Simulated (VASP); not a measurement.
Data:

```xyz
2
Lattice="0.0000 3.0082 3.0082 3.0082 0.0000 3.0082 3.0082 3.0082 0.0000" Properties=species:S:1:pos:R:3 pbc="T T T"
In     0.0000     0.0000     0.0000
P      1.5041     1.5041     1.5041
```

All values below come from HSEsol screened hybrid, VASP's PBE PAW potentials (set 64) (plane waves; VASP 6.6.1). Numerical set-up: 520 eV cut-off, 6×6×6 Γ-centred mesh, Gaussian smearing of 0.050 eV, potentials In_d P.

Give the stress tensor in GPa (positive for a compressed cell).

```
-5.36   0.00   0.00
 0.00  -5.36   0.00
 0.00   0.00  -5.36
```
The pressure is its mean diagonal, -5.36 GPa.

The compound is InP in the zinc blende structure. This cell is one point of a volume scan, at 1.03 of the reference volume. The cell's shape comes from a PBE relaxation.
